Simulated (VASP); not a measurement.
Input:

```
NiSb
1.0
    1.94050    -3.36104     0.00000
    1.94050     3.36104     0.00000
    0.00000     0.00000     5.03476
Ni Sb
2 2
Direct
  0.00000   0.00000   0.50000
  0.00000   0.00000   0.00000
  0.33333   0.66667   0.25000
  0.66667   0.33333   0.75000
```

Calculation: LDA (Ceperley-Alder, Perdew-Zunger), VASP's LDA PAW potentials (set 64) (plane waves; VASP). Run with 520 eV cut-off, 10×10×7 Γ-centred mesh, tetrahedra with Blöchl corrections, potentials Ni Sb.

The cores are frozen, which limits the accuracy of field gradients.

Q: Give the principal components of the electric field gradient (V/Å²) and the asymmetry η at each nucleus.

A: 
| atom | Vxx | Vyy | Vzz | η |
|---|---|---|---|---|
| Ni1 | 12.6 | 12.6 | -25.1 | 0.00 |
| Ni2 | 12.6 | 12.6 | -25.1 | 0.00 |
| Sb3 | -42.1 | -42.1 | 84.2 | 0.00 |
| Sb4 | -42.1 | -42.1 | 84.2 | 0.00 |

The compound is NiSb in the NiAs type structure. It was relaxed first. The run is not spin-polarised, so no magnetic state was tried.
